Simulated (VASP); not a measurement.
Output of a VASP run:

File OUTCAR:
```
 ion  position               nearest neighbor table
   1  0.000  0.000  0.000-   2 2.49   2 2.49   2 2.49   2 2.49   2 2.49   2 2.49
   2  0.500  0.500  0.500-   1 2.49   1 2.49   1 2.49   1 2.49   1 2.49   1 2.49
  LATTYP: Found a face centered cubic cell.
 ALAT       =     4.9820601414
 Subroutine PRICEL returns:
 Original cell was already a primitive cell.
 Subroutine GETGRP returns: Found 48 space group operations
The static configuration has the point symmetry O_h .
The dynamic configuration has the point symmetry O_h .
 Subroutine INISYM returns: Found 48 space group operations
 Subroutine IBZKPT returns following result:
 Found     56 irreducible k-points:

 Following reciprocal coordinates:
            Coordinates               Weight
  0.000000  0.000000  0.000000      1.000000
  0.090909  0.000000  0.000000      8.000000
  0.181818  0.000000  0.000000      8.000000
  0.272727  0.000000  0.000000      8.000000
  0.363636  0.000000  0.000000      8.000000
  0.454545  0.000000  0.000000      8.000000
  0.090909  0.090909  0.000000      6.000000
  0.181818  0.090909  0.000000     24.000000
  0.272727  0.090909  0.000000     24.000000
  0.363636  0.090909  0.000000     24.000000
  0.454545  0.090909  0.000000     24.000000
 -0.454545  0.090909  0.000000     24.000000
 -0.363636  0.090909  0.000000     24.000000
 -0.272727  0.090909  0.000000     24.000000
 -0.181818  0.090909  0.000000     24.000000
 -0.090909  0.090909  0.000000     12.000000
  0.181818  0.181818  0.000000      6.000000
  0.272727  0.181818  0.000000     24.000000
  0.363636  0.181818  0.000000     24.000000
  0.454545  0.181818  0.000000     24.000000
 -0.454545  0.181818  0.000000     24.000000
 -0.363636  0.181818  0.000000     24.000000
 -0.272727  0.181818  0.000000     24.000000
 -0.181818  0.181818  0.000000     12.000000
  0.272727  0.272727  0.000000      6.000000
  0.363636  0.272727  0.000000     24.000000
  0.454545  0.272727  0.000000     24.000000
 -0.454545  0.272727  0.000000     24.000000
 -0.363636  0.272727  0.000000     24.000000
 -0.272727  0.272727  0.000000     12.000000
  0.363636  0.363636  0.000000      6.000000
  0.454545  0.363636  0.000000     24.000000
 -0.454545  0.363636  0.000000     24.000000
 -0.363636  0.363636  0.000000     12.000000
  0.454545  0.454545  0.000000      6.000000
 -0.454545  0.454545  0.000000     12.000000
  0.272727  0.181818  0.090909     24.000000
  0.363636  0.181818  0.090909     48.000000
  0.454545  0.181818  0.090909     48.000000
 -0.454545  0.181818  0.090909     48.000000
   k-points           NKPTS =     56   k-points in BZ     NKDIM =     56   number of bands    NBANDS=     11
   number of dos      NEDOS =    301   number of ions     NIONS =      2
   total plane-waves  NPLWV =  21952
   dimension x,y,z NGX =    28 NGY =   28 NGZ =   28
   dimension x,y,z NGXF=    56 NGYF=   56 NGZF=   56
   ions per type =               1   1
   PREC   = accura    normal or accurate (medium, high low for compatibility)
   ISTART =      0    job   : 0-new  1-cont  2-samecut
   ICHARG =      2    charge: 1-file 2-atom 10-const
   ISPIN  =      1    spin polarized calculation?
   LNONCOLLINEAR =      F non collinear calculations
   LSORBIT =      F    spin-orbit coupling
   INIWAV =      1    electr: 0-lowe 1-rand  2-diag
   ENCUT  =  520.0 eV  38.22 Ry    6.18 a.u.   6.55  6.55  6.55*2*pi/ulx,y,z
   NELM   =    100;   NELMIN=  2; NELMDL= -5     # of ELM steps
   EDIFF  = 0.1E-05   stopping-criterion for ELM
   LREAL  =      F    real-space projection
   NLSPLINE    = F    spline interpolate recip. space projectors
   LMAXMIX     =    6 max onsite mixed and CHGCAR
   VOSKOWN=      0    Vosko Wilk Nusair interpolation
   EDIFFG = -.1E-01   stopping-criterion for IOM
   NSW    =     60    number of steps for IOM
   NBLOCK =      1;   KBLOCK =     60    inner block; outer block
   IBRION =      2    ionic relax: 0-MD 1-quasi-New 2-CG
...
```

**OSZICAR**
```
       N       E                     dE             d eps       ncg     rms          rms(c)
DAV:   1     0.437292901665E+02    0.43729E+02   -0.68174E+03  1232   0.117E+03
DAV:   2    -0.158766143683E+02   -0.59606E+02   -0.56022E+02  1643   0.236E+02
DAV:   3    -0.187023885669E+02   -0.28258E+01   -0.27983E+01  1639   0.427E+01
DAV:   4    -0.187362321288E+02   -0.33844E-01   -0.33777E-01  1556   0.428E+00
DAV:   5    -0.187367323192E+02   -0.50019E-03   -0.50008E-03  1668   0.433E-01    0.263E+01
DAV:   6    -0.165012214914E+02    0.22355E+01   -0.20369E+01  1439   0.273E+01    0.246E+01
DAV:   7    -0.162876458041E+02    0.21358E+00   -0.15509E+00  1414   0.820E+00    0.169E+01
DAV:   8    -0.162886139001E+02   -0.96810E-03   -0.13994E-01  1328   0.387E+00    0.602E+00
DAV:   9    -0.162832769833E+02    0.53369E-02   -0.15356E-02  1542   0.106E+00    0.491E-01
DAV:  10    -0.162835093898E+02   -0.23241E-03   -0.64962E-04  1683   0.215E-01    0.374E-01
DAV:  11    -0.162834841157E+02    0.25274E-04   -0.17122E-04  1505   0.892E-02    0.153E-02
DAV:  12    -0.162834845378E+02   -0.42212E-06   -0.87327E-06  1563   0.256E-02
   1 F= -.16283485E+02 E0= -.16283468E+02  d E =-.162835E+02
```

OUTCAR:
```
------------------------ aborting loop because EDIFF is reached ----------------------------------------
  FORCE on cell =-STRESS in cart. coord.  units (eV):
  Direction    XX          YY          ZZ          XY          YZ          ZX
  --------------------------------------------------------------------------------------
  Total       -0.0110465     -0.0110465     -0.0110465     -0.0000000      0.0000000      0.0000000
  in kB       -0.5724908     -0.5724908     -0.5724908     -0.0000000      0.0000000      0.0000000
  external PRESSURE =      -0.5724908 kB  Pullay stress =       0.0000000 kB
  volume of cell :       30.91
      direct lattice vectors                 reciprocal lattice vectors
     0.000000000  2.491030071  2.491030071    -0.200720178  0.200720178  0.200720178
     2.491030071  0.000000000  2.491030071     0.200720178 -0.200720178  0.200720178
     2.491030071  2.491030071  0.000000000     0.200720178  0.200720178 -0.200720178
 POSITION                                       TOTAL-FORCE (eV/Angst)
 -----------------------------------------------------------------------------------
      0.00000      0.00000      0.00000         0.000000      0.000000     -0.000000
      2.49103      2.49103      2.49103        -0.000000     -0.000000      0.000000
 -----------------------------------------------------------------------------------
    total drift:                                0.000000      0.000000      0.000000
  FREE ENERGIE OF THE ION-ELECTRON SYSTEM (eV)
  ---------------------------------------------------
  free  energy   TOTEN  =       -16.2834845378 eV

  energy  without entropy=      -16.2834359263  energy(sigma->0) =      -16.28346833

 reached required accuracy - stopping structural energy minimisation
```
(Selected blocks of OUTCAR.)

### POSCAR
```
GdN
1
   -0.0000000000     2.4910300707     2.4910300707
    2.4910300707     0.0000000000     2.4910300707
    2.4910300707     2.4910300707    -0.0000000000
Gd N
1 1
Direct
  0.0000000000   0.0000000000   0.0000000000
  0.5000000000   0.5000000000   0.5000000000
```

Write an INCAR and KPOINTS that could have produced this output.

Several could match; the one computed here: the input of the run itself, PW91 GGA, plane waves, VASP's PBE PAW potentials (set 64).

### INCAR
```
# general
SYSTEM   =  GdN
PREC     =  Accurate
ENCUT    =  520
LREAL    =  F
LASPH    =  T

# electronic loop
EDIFF    =  1E-6
NELM     =  100
ALGO     =  Normal
LMAXMIX  =  6

# smearing
ISMEAR   =  1
SIGMA    =  0.1

# functional
GGA      =  91

# ions
IBRION   =  2
NSW      =  60
ISIF     =  3
EDIFFG   =  -0.01

# output
LWAVE    =  F
LCHARG   =  F
```

**KPOINTS**
```
Regular mesh
0
Gamma
  11 11 11
```

POTCAR, in this order: Gd_3 N (PBE.64 set). Program: vasp_std.

The 4f electrons are frozen in the core of the lanthanide potential, so 4f levels, which can set the real gap, and their magnetism are missing.

The compound is GdN in the rock salt structure. It was relaxed first. The start is the result of an earlier pass.
